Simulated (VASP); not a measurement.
A run of VASP 6.6.1:

Contents of POSCAR:

```
PbSe                                    
1.0
    0.0000000000      3.0740805721      3.0740805721
    3.0740805721     -0.0000000000      3.0740805721
    3.0740805721      3.0740805721     -0.0000000000
  Pb              Se            
     1     1
Direct
     0.0000000000000000    0.0000000000000000    0.0000000000000000
     0.5000000000000000    0.5000000000000000    0.5000000000000000
```

The input INCAR.step1:

```
SYSTEM = PbSe
ALGO = Normal ; EDIFF = 1E-5
ENCUT = 520 ; GGA = PE
ISIF = 2 ; ISMEAR = 0
KPAR = 4 ; LASPH = .TRUE.
LCHARG = .FALSE. ; LREAL = .FALSE.
LWAVE = .TRUE. ; NELM = 100
PREC = Accurate ; SIGMA = 0.02
```

File INCAR.step2:

```
SYSTEM = PbSe
ALGO = Normal ; EDIFF = 1E-6
ENCUT = 520 ; GGA = PE
HFSCREEN = 0.2 ; ISIF = 2
ISMEAR = 0 ; ISTART = 1
KPAR = 4 ; LASPH = .TRUE.
LCHARG = .FALSE. ; LHFCALC = .TRUE.
LREAL = .FALSE. ; LWAVE = .FALSE.
NELM = 100 ; PREC = Accurate
PRECFOCK = Fast ; SIGMA = 0.02
```

File KPOINTS:

```
k-points
0
G
  6 6 6
  0 0 0
```

File KPOINTS_OPT:

```
path GXWKGLUWLK,UX
12
line-mode
reciprocal
 0.0000000000  0.0000000000  0.0000000000  G
 0.5000000000  0.0000000000  0.5000000000  X

 0.5000000000  0.0000000000  0.5000000000  X
 0.5000000000  0.2500000000  0.7500000000  W

 0.5000000000  0.2500000000  0.7500000000  W
 0.3750000000  0.3750000000  0.7500000000  K

 0.3750000000  0.3750000000  0.7500000000  K
 0.0000000000  0.0000000000  0.0000000000  G

 0.0000000000  0.0000000000  0.0000000000  G
 0.5000000000  0.5000000000  0.5000000000  L

 0.5000000000  0.5000000000  0.5000000000  L
 0.6250000000  0.2500000000  0.6250000000  U

 0.6250000000  0.2500000000  0.6250000000  U
 0.5000000000  0.2500000000  0.7500000000  W

 0.5000000000  0.2500000000  0.7500000000  W
 0.5000000000  0.5000000000  0.5000000000  L

 0.5000000000  0.5000000000  0.5000000000  L
 0.3750000000  0.3750000000  0.7500000000  K

 0.6250000000  0.2500000000  0.6250000000  U
 0.5000000000  0.0000000000  0.5000000000  X
```

Potentials or basis: VASP PAW PBE potentials, release 64 (Pb_d, Se).

Launch:

```bash
$ cat potpaw_PBE.64/Pb_d/POTCAR potpaw_PBE.64/Se/POTCAR > POTCAR
$ cp INCAR.step1 INCAR
$ mpirun -np 4 vasp_std > vasp.out
$ cp INCAR.step2 INCAR
$ mpirun -np 4 vasp_std > vasp.out
```

Hardware: 4 MPI ranks on AMD EPYC 7R13 Processor (Zen 3) (shared host).

**Question.** Estimate the wall time of this run.

**Answer.** It took 34 min on 4 MPI ranks on AMD EPYC 7R13 Processor (Zen 3) (shared host), peak memory 0.39 GiB a rank. Counts: scf iterations 80, k points 16.
